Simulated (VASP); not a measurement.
# A VASP study of Cs2Ba (optB88-vdW): structure first, properties next, part 3 of 5

What structure does Cs2Ba take at this level, and what are its properties? The cell is generated by rule, not measured, and may not be a known phase.

VASP 6.6.1; optB88-vdW; plane waves and PAW (Cs_sv, Ba_sv); invented cell.

Still holding for the runs below: The k-mesh is coarse for a metal.

So far. Step 3 (Full relaxation (optB88-vdW)): It ends with forces that vanish by symmetry and a pressure of 0.00 GPa. Step 4 (Second relaxation): It ends with forces that vanish by symmetry and a pressure of 0.01 GPa.

## (5) Density, ELF and potential (optB88-vdW)

A single point on the relaxed cell gives a clean self-consistent state, with density, ELF and potential written out.

INCAR reads:

```
SYSTEM = Cs2Ba
PREC = Accurate
ENCUT = 400
EDIFF = 1E-06
NELM = 100
ISMEAR = 0
SIGMA = 0.05
LREAL = .FALSE.
ALGO = Normal
GGA = BO
AGGAC = 0
LUSE_VDW = .TRUE.
PARAM1 = 0.1833333333
PARAM2 = 0.22
LASPH = .TRUE.
NBANDS = 20
LORBIT = 11
LWAVE = .FALSE.
LCHARG = .TRUE.
ISIF = 2
LELF = .TRUE.
LVHAR = .TRUE.
```

POSCAR reads:

```
Cs2Ba
1.0
    8.8277414547      0.0000000000      0.0000000000
    0.0000000000      8.8277414547      0.0000000000
    0.0000000000      0.0000000000      4.2822145136
Cs Ba
2 1
Direct
    0.0000000000      0.5000000000      0.0000000000
    0.5000000000      0.0000000000      0.0000000000
    0.0000000000      0.0000000000      0.0000000000
```

KPOINTS reads:

```
Automatic mesh
0
Gamma
3 3 6
0 0 0
```

The projector-augmented-wave data sets are Cs_sv and Ba_sv (PBE family, release 64).

The run is started by

```
$ mpirun -np 1 vasp_std
```

The log of the run:

```text
[... set-up lines as in an earlier step ...]
 entering main loop
       N       E                     dE             d eps       ncg     rms          rms(c)
DAV:   1     0.221282822304E+03    0.22128E+03   -0.84274E+03   480   0.848E+02
DAV:   2     0.321308770788E+02   -0.18915E+03   -0.18561E+03   632   0.182E+02
DAV:   3     0.624008965161E+01   -0.25891E+02   -0.25764E+02   572   0.740E+01
DAV:   4     0.514578768608E+01   -0.10943E+01   -0.10854E+01   792   0.154E+01
DAV:   5     0.513436029186E+01   -0.11427E-01   -0.11387E-01   612   0.131E+00    0.228E+00
DAV:   6     0.555706201214E+01    0.42270E+00   -0.88408E-01   648   0.186E+00    0.808E-01
DAV:   7     0.557129957526E+01    0.14238E-01   -0.15402E-01   692   0.832E-01    0.462E-01
DAV:   8     0.556966542439E+01   -0.16342E-02   -0.42733E-02   636   0.942E-01    0.132E-01
DAV:   9     0.556908465081E+01   -0.58077E-03   -0.28113E-03   688   0.154E-01    0.667E-02
DAV:  10     0.556828431231E+01   -0.80034E-03   -0.21839E-03   572   0.163E-01    0.261E-02
DAV:  11     0.556819108115E+01   -0.93231E-04   -0.18420E-04   656   0.401E-02    0.138E-02
DAV:  12     0.556812272125E+01   -0.68360E-04   -0.11565E-04   572   0.293E-02    0.538E-03
DAV:  13     0.556811247231E+01   -0.10249E-04   -0.24240E-05   460   0.123E-02    0.271E-03
DAV:  14     0.556811004218E+01   -0.24301E-05   -0.59280E-06   500   0.615E-03    0.971E-04
DAV:  15     0.556810968896E+01   -0.35321E-06   -0.82718E-07   456   0.246E-03
   1 F= 0.55681097E+01 E0= 0.55767417E+01  d E =-.172640E-01
```

It took 2.8 min on 1 MPI rank of AMD EPYC 7R43, shared host; peak memory 0.78 GiB.

From OUTCAR (step 5):

```text
   ENCUT  =  400.0 eV  29.40 Ry    5.42 a.u.  14.40 14.40  6.98*2*pi/ulx,y,z

   NELECT =      28.0000    total number of electrons

 E-fermi :   0.2025

 k-point     1 :       0.0000    0.0000    0.0000
  band No.  band energies     occupation
    ...
     11     -10.2268      2.00000
     12     -10.2255      2.00000
     13      -1.7351      2.00000
     14       0.0608      1.99994
     15       0.1372      1.93556
     16       0.2922      0.01126
     17       0.8781      0.00000
     18       1.0023      0.00000
     19       1.0023      0.00000
     20       1.3395      0.00000

Total vdW correction in eV:      7.0280308

  Total        0.0237969      0.0237969      0.0283694      0.0000000     -0.0000000      0.0000000
  in kB        0.1142520      0.1142520      0.1362053      0.0000000     -0.0000000      0.0000000
  external PRESSURE =       0.1215698 kB  Pullay stress =       0.0000000 kB

 POSITION                                       TOTAL-FORCE (eV/Angst)
 -----------------------------------------------------------------------------------
      0.00000      4.41387      0.00000         0.000000      0.000000      0.000000
      4.41387      0.00000      0.00000         0.000000      0.000000      0.000000
      0.00000      0.00000      0.00000         0.000000      0.000000      0.000000
 -----------------------------------------------------------------------------------
    total drift:                               -0.000000     -0.000000     -0.000000

  FREE ENERGIE OF THE ION-ELECTRON SYSTEM (eV)
  ---------------------------------------------------
  free  energy   TOTEN  =         5.5681096890 eV

  energy  without entropy=        5.5853737040  energy(sigma->0) =        5.57674170

Total vdW correction in eV:      7.0280293

[... 5 parts as in an earlier step ...]

[... 11 further parts left out ...]
```

Numbers from this step:

```yaml
scf_cycles: 15
fermi_energy: 0.2025 eV
pressure: 0.01216 GPa
```

Valence electrons inside each PAW sphere by angular momentum. Sphere charges, by row:

| atom | s (e) | p (e) | d (e) | tot (e) |
| --- | --- | --- | --- | --- |
| Cs1 | 1.859 | 4.644 | 0.023 | 6.525 |
| Cs2 | 1.859 | 4.644 | 0.023 | 6.525 |
| Ba3 | 2.077 | 5.547 | 0.232 | 7.856 |

ELF in the ab plane at fractional z = 0.000, with atoms of Cs and Ba within 0.2 Å of it. It is the smooth field of the valence electrons, not physical close to the nuclei.

Values, 13 rows by 16 columns, each cell a mean:
```
0.79 0.84 0.43 0.07 0.08 0.38 0.85 0.80 0.72 0.88 0.60 0.11 0.07 0.23 0.77 0.82
0.68 0.45 0.12 0.08 0.08 0.14 0.54 0.80 0.83 0.67 0.25 0.07 0.09 0.07 0.32 0.63
0.09 0.07 0.09 0.16 0.14 0.06 0.08 0.20 0.23 0.12 0.05 0.11 0.17 0.11 0.07 0.08
0.11 0.08 0.08 0.13 0.17 0.11 0.05 0.03 0.03 0.04 0.09 0.16 0.15 0.10 0.08 0.10
0.67 0.50 0.18 0.05 0.08 0.12 0.10 0.07 0.06 0.09 0.12 0.10 0.05 0.11 0.39 0.63
0.80 0.87 0.61 0.13 0.03 0.07 0.08 0.06 0.05 0.07 0.08 0.04 0.06 0.42 0.83 0.85
0.50 0.88 0.74 0.19 0.03 0.06 0.06 0.05 0.04 0.06 0.07 0.03 0.08 0.56 0.88 0.67
0.87 0.83 0.50 0.09 0.04 0.08 0.09 0.06 0.06 0.08 0.09 0.05 0.05 0.32 0.76 0.87
0.47 0.31 0.11 0.06 0.10 0.13 0.09 0.06 0.06 0.08 0.12 0.12 0.07 0.07 0.23 0.43
0.07 0.07 0.10 0.16 0.17 0.09 0.04 0.04 0.04 0.04 0.07 0.15 0.17 0.12 0.08 0.07
0.19 0.10 0.07 0.13 0.12 0.06 0.16 0.37 0.42 0.24 0.07 0.09 0.15 0.08 0.07 0.16
0.81 0.63 0.19 0.07 0.08 0.20 0.68 0.87 0.88 0.79 0.37 0.08 0.08 0.10 0.48 0.79
0.71 0.85 0.49 0.08 0.08 0.43 0.87 0.71 0.58 0.87 0.65 0.13 0.07 0.27 0.81 0.78
```
Columns run along a (8.8 Å), rows up along b (8.8 Å). Atoms in or near the plane, at fractional coordinates: Cs at (0.00, 0.50), Cs at (0.50, 0.00), Ba at (0.00, 0.00).

Valence density in the ab plane at fractional z = 0.000, with atoms of Cs and Ba within 0.2 Å of it. It is the smooth field of the valence electrons, not physical close to the nuclei.

Ten even steps from '_' (-0.8 e/Å³) to '@' (1.3 e/Å³), each cell a mean:
```
##@@%%++==------==++%%##--++@@##==--------==##@@@@
@@@@**==--------====**%%%%@@%%++==--------==++%%@@
##**====----------==++******++==------------==++**
======--------------==========----------------====
--------------------------------------------------
--------------------------------------------------
--------------------------------------------------
====--------------------------------------------==
++++====------------------------------------====++
%%##**==----------------------------------==++**%%
**%%%%++==--------------------------------==**%%##
__**%%**==--------------------------------==##%%--
--##%%++==--------------------------------==##%%++
%%%%##====--------------------------------==++%%%%
##**++==------------------------------------==++**
======----------------------------------------====
--------------------------------------------------
--------------------------------------------------
--------------------------------------------------
====------------------======--------------------==
++++==--------------==++++++====------------====++
%%##++==----------==++##%%%%##++==--------====**%%
@@@@%%++==------==++##%%**##@@**==--------==**@@@@
++@@@@++==------==++%%**__::%%##====------==##@@##
```
Columns run along a (8.8 Å), rows up along b (8.8 Å). Atoms in or near the plane, at fractional coordinates: Cs at (0.00, 0.50), Cs at (0.50, 0.00), Ba at (0.00, 0.00).

Electrostatic potential energy in the ab plane at fractional z = 0.000, with atoms of Cs and Ba within 0.2 Å of it. With pseudopotentials it is smooth inside the atoms' cores, unlike the true potential.

Ten even steps from '_' (-30 eV) to '@' (3 eV), each cell a mean:
```
__..--++##%%@@@@%%**::________==##%%@@@@%%##++::__
::--++**%%@@@@@@%%##==..__..::**%%@@@@@@%%##**==::
++++**##%%@@@@@@@@%%##++====**##%%@@@@@@@@%%##**++
####%%%%@@@@@@@@@@@@%%%%####%%%%@@@@@@@@@@@@%%####
%%%%@@@@@@@@@@@@@@@@@@@@%%@@@@@@@@@@@@@@@@@@@@%%%%
@@@@@@@@@@@@@@@@@@@@@@@@@@@@@@@@@@@@@@@@@@@@@@@@@@
@@@@@@@@@@@@@@@@@@@@@@@@@@@@@@@@@@@@@@@@@@@@@@@@@@
%%%%@@@@@@@@@@@@@@@@@@@@@@@@@@@@@@@@@@@@@@@@@@%%%%
****##%%@@@@@@@@@@@@@@@@@@@@@@@@@@@@@@@@@@@@%%##**
::--++##%%@@@@@@@@@@@@@@@@@@@@@@@@@@@@@@@@%%**==::
____--**%%@@@@@@@@@@@@@@@@@@@@@@@@@@@@@@%%##++..__
____..++%%@@@@@@@@@@@@@@@@@@@@@@@@@@@@@@%%##--____
____::++%%@@@@@@@@@@@@@@@@@@@@@@@@@@@@@@%%##==..__
__..==##%%@@@@@@@@@@@@@@@@@@@@@@@@@@@@@@@@%%**--..
==++**%%@@@@@@@@@@@@@@@@@@@@@@@@@@@@@@@@@@%%##**==
##%%%%@@@@@@@@@@@@@@@@@@@@@@@@@@@@@@@@@@@@@@%%%%##
%%@@@@@@@@@@@@@@@@@@@@@@@@@@@@@@@@@@@@@@@@@@@@@@@@
@@@@@@@@@@@@@@@@@@@@@@@@@@@@@@@@@@@@@@@@@@@@@@@@@@
%%@@@@@@@@@@@@@@@@@@@@@@@@@@@@@@@@@@@@@@@@@@@@@@@@
%%%%%%@@@@@@@@@@@@@@%%%%%%%%%%@@@@@@@@@@@@@@%%%%%%
****##%%@@@@@@@@@@%%##******##%%@@@@@@@@@@%%%%##**
--==++##%%@@@@@@%%##++--::::==**%%@@@@@@%%%%**++==
__::==**%%%%@@@@%%**--______..==##%%@@@@%%##++--..
____--++##%%@@@@%%**..________--##%%@@@@%%**==::__
```
Columns run along a (8.8 Å; values clipped at the 3rd and 97th percentile), rows up along b (8.8 Å). Atoms in or near the plane, at fractional coordinates: Cs at (0.00, 0.50), Cs at (0.50, 0.00), Ba at (0.00, 0.00).

In this run the pressure is 0.01 GPa, small enough to go on.

## (6) Bands along the symmetry lines (optB88-vdW)

Levels along the symmetry lines show where the bands peak and cross; KPOINTS_OPT computes them in the converged potential.

INCAR, as its differences from that of step 5:

```diff
@@ -15,8 +15,5 @@
 LASPH = .TRUE.
-NBANDS = 20
+NBANDS = 27
 LORBIT = 11
 LWAVE = .FALSE.
-LCHARG = .TRUE.
-ISIF = 2
-LELF = .TRUE.
-LVHAR = .TRUE.
+LCHARG = .FALSE.
```

POSCAR is that of step 5.

KPOINTS is that of step 5.

KPOINTS_OPT reads:

```
Line mode
16
Line-mode
Reciprocal
  0.00000000   0.00000000   0.00000000 GAMMA
  0.00000000   0.50000000   0.00000000 X

  0.00000000   0.50000000   0.00000000 X
  0.50000000   0.50000000   0.00000000 M

  0.50000000   0.50000000   0.00000000 M
  0.00000000   0.00000000   0.00000000 GAMMA

  0.00000000   0.00000000   0.00000000 GAMMA
  0.00000000   0.00000000   0.50000000 Z

  0.00000000   0.00000000   0.50000000 Z
  0.00000000   0.50000000   0.50000000 R

  0.00000000   0.50000000   0.50000000 R
  0.50000000   0.50000000   0.50000000 A

  0.50000000   0.50000000   0.50000000 A
  0.00000000   0.00000000   0.50000000 Z

  0.00000000   0.50000000   0.00000000 X
  0.00000000   0.50000000   0.50000000 R

  0.50000000   0.50000000   0.00000000 M
  0.50000000   0.50000000   0.50000000 A
```

The run is started by

```
$ mpirun -np 1 vasp_std
```

The log of the run:

```text
[... set-up lines as in an earlier step ...]
 entering main loop
       N       E                     dE             d eps       ncg     rms          rms(c)
DAV:   1     0.208854541378E+03    0.20885E+03   -0.81885E+03   648   0.628E+02
DAV:   2     0.282665921612E+02   -0.18059E+03   -0.17503E+03   902   0.145E+02
DAV:   3     0.587691737693E+01   -0.22390E+02   -0.22255E+02   868   0.543E+01
DAV:   4     0.514131507187E+01   -0.73560E+00   -0.73277E+00  1000   0.987E+00
DAV:   5     0.513389621561E+01   -0.74189E-02   -0.74164E-02   917   0.822E-01    0.227E+00
DAV:   6     0.555392459601E+01    0.42003E+00   -0.54184E-01   917   0.137E+00    0.806E-01
DAV:   7     0.557119512768E+01    0.17271E-01   -0.84933E-02   904   0.599E-01    0.454E-01
DAV:   8     0.556961476198E+01   -0.15804E-02   -0.34456E-02   801   0.675E-01    0.129E-01
DAV:   9     0.556898404053E+01   -0.63072E-03   -0.33308E-03   920   0.126E-01    0.621E-02
DAV:  10     0.556823650794E+01   -0.74753E-03   -0.19176E-03   775   0.118E-01    0.272E-02
DAV:  11     0.556818926223E+01   -0.47246E-04   -0.10897E-04   858   0.288E-02    0.137E-02
DAV:  12     0.556812712628E+01   -0.62136E-04   -0.93578E-05   722   0.197E-02    0.505E-03
DAV:  13     0.556811167964E+01   -0.15447E-04   -0.28408E-05   756   0.113E-02    0.350E-03
DAV:  14     0.556810995371E+01   -0.17259E-05   -0.45744E-06   666   0.511E-03    0.793E-04
DAV:  15     0.556810961126E+01   -0.34245E-06   -0.55374E-07   652   0.192E-03
   1 F= 0.55681096E+01 E0= 0.55767420E+01  d E =-.172647E-01
 Start KPOINTS_OPT (optional k-point list driver)
k-point batch [1-12\144]
       N       E                     dE             ncg
DAV:   1    -0.193626294007E+04   -0.30382E+04      648
DAV:   2    -0.414927163276E+04   -0.22130E+04      927
DAV:   3    -0.443081098307E+04   -0.28154E+03      783
DAV:   4    -0.443971044537E+04   -0.88995E+01     1037
DAV:   5    -0.443983861926E+04   -0.12817E+00      840
DAV:   6    -0.443984363389E+04   -0.50146E-02     1039
DAV:   7    -0.443984365631E+04   -0.22419E-04      864
DAV:   8    -0.443984365675E+04   -0.44223E-06      735
[...]
k-point batch [133-144\144]
       N       E                     dE             ncg
DAV:   1    -0.203464448684E+04   -0.83274E+04      648
DAV:   2    -0.415870345813E+04   -0.21241E+04      883
DAV:   3    -0.440529778386E+04   -0.24659E+03      874
DAV:   4    -0.441374846566E+04   -0.84507E+01      992
DAV:   5    -0.441383918693E+04   -0.90721E-01      898
DAV:   6    -0.441384238736E+04   -0.32004E-02     1021
DAV:   7    -0.441384241539E+04   -0.28031E-04      898
DAV:   8    -0.441384241645E+04   -0.10590E-05      778
DAV:   9    -0.441384241648E+04   -0.31379E-07      690
```

Wall time 8.9 min (1 MPI rank); peak memory 0.8 GiB.

From OUTCAR (step 6):

```text
   k-points           NKPTS =     12   k-points in BZ     NKDIM =     12   number of bands    NBANDS=     27

   NELECT =      28.0000    total number of electrons

 E-fermi :   0.2026

 k-point     1 :       0.0000    0.0000    0.0000
  band No.  band energies     occupation
    ...
     11     -10.2269      2.00000
     12     -10.2256      2.00000
     13      -1.7351      2.00000
     14       0.0608      1.99994
     15       0.1372      1.93558
     16       0.2922      0.01128
     17       0.8782      0.00000
     18       1.0023      0.00000
     19       1.0023      0.00000
     20       1.3394      0.00000
    ...

Total vdW correction in eV:      7.0280219

  Total        0.0233334      0.0233334      0.0279650      0.0000000      0.0000000     -0.0000000
  in kB        0.1120266      0.1120266      0.1342634      0.0000000      0.0000000     -0.0000000
  external PRESSURE =       0.1194388 kB  Pullay stress =       0.0000000 kB

  FREE ENERGIE OF THE ION-ELECTRON SYSTEM (eV)
  ---------------------------------------------------
  free  energy   TOTEN  =         5.5681096113 eV

  energy  without entropy=        5.5853743244  energy(sigma->0) =        5.57674197

Total vdW correction in eV:      7.0280243

[... 10 parts as in an earlier step ...]

[... 7 further parts left out ...]
```

Numbers from this step:

| Property | Result |
| --- | --- |
| bands | 27 |
| Fermi energy | 0.2026 eV |
| pressure | 0.01194 GPa |

The electronic bands at the labelled points (eV, zero at the Fermi level; # counts the bands kept, so #1 is VASP's band 13):

| point | #1 | #2 | #3 | #4 | #5 | #6 |
| --- | --- | --- | --- | --- | --- | --- |
| Γ | -1.94 | -0.14 | -0.07 | 0.09 | 0.68 | 0.80 |
| 0.47 of the way | -1.82 | -0.37 | -0.02 | 0.14 | 0.66 | 0.77 |
| X | -1.63 | -0.70 | 0.08 | 0.21 | 0.72 | 0.83 |
| 0.53 of the way | -1.45 | -0.64 | -0.26 | 0.15 | 0.68 | 0.94 |
| M | -1.23 | -0.58 | -0.58 | 0.10 | 0.71 | 1.07 |
| 0.47 of the way | -1.63 | -0.39 | -0.30 | 0.16 | 0.64 | 0.83 |
| Γ | -1.94 | -0.14 | -0.07 | 0.09 | 0.68 | 0.80 |
| 0.47 of the way | -1.32 | 0.32 | 0.33 | 0.33 | 0.40 | 0.69 |
| Z | -0.23 | -0.23 | -0.16 | 0.82 | 0.86 | 0.94 |
| 0.53 of the way | -0.21 | -0.10 | 0.02 | 0.69 | 0.96 | 1.04 |
| R | -0.19 | 0.07 | 0.18 | 0.49 | 1.13 | 1.33 |
| 0.53 of the way | -0.06 | 0.11 | 0.43 | 0.47 | 1.02 | 1.21 |
| A | 0.15 | 0.15 | 0.27 | 0.86 | 0.91 | 1.32 |
| 0.47 of the way | -0.10 | -0.05 | 0.25 | 0.59 | 1.06 | 1.13 |
| Z | -0.23 | -0.23 | -0.16 | 0.82 | 0.86 | 0.94 |
| jump to X | -1.63 | -0.70 | 0.08 | 0.21 | 0.72 | 0.83 |
| 0.53 of the way | -0.86 | -0.19 | 0.24 | 0.57 | 0.75 | 1.20 |
| R | -0.19 | 0.07 | 0.18 | 0.49 | 1.13 | 1.33 |
| jump to M | -1.23 | -0.58 | -0.58 | 0.10 | 0.71 | 1.07 |
| 0.47 of the way | -0.63 | -0.15 | -0.15 | 0.34 | 1.22 | 1.26 |
| A | 0.15 | 0.15 | 0.27 | 0.86 | 0.91 | 1.32 |

Of the projections kept (Cs, Ba), the largest for each band there; the rest of the weight can lie on other orbitals:

| point | #1 | #2 | #3 | #4 | #5 | #6 |
| --- | --- | --- | --- | --- | --- | --- |
| Γ | Ba 0.71 | Ba 0.71 | Ba 0.89 | Ba 0.79 | Ba 0.79 | Cs 0.64 |
| X | Ba 0.74 | Cs 0.76 | Ba 0.90 | Ba 0.81 | Cs 0.68 | Ba 0.87 |
| M | Ba 0.82 | Cs 0.74 | Cs 0.74 | Ba 0.72 | Ba 0.94 | Ba 0.90 |
| Γ | Ba 0.71 | Ba 0.71 | Ba 0.89 | Ba 0.79 | Ba 0.79 | Cs 0.64 |
| Z | Ba 0.84 | Ba 0.84 | Ba 0.72 | Ba 0.84 | Ba 0.52 | Ba 0.84 |
| R | Ba 0.85 | Ba 0.91 | Ba 0.75 | Cs 0.65 | Ba 0.89 | Cs 0.78 |

There is no gap at this level.

Of the bands kept, 3 cross the Fermi level on this path.

[end of part 3 of 5]

[Lines on the potential files, build, host, timing and source positions are cut from VASP's logs without a mark.]

[Logs are printed without paths, hosts, clocks, repeated set-up lines and the standing remarks that a program may print on its own settings, such as how far it seeks lower states.]

[Hosts, paths, dates, database ids (printed as entryN), source tags and the programs' standing remarks are cut or masked in the printed files.]

[A measured line is paired with the nearest computed mode of its activity, which favours agreement.]
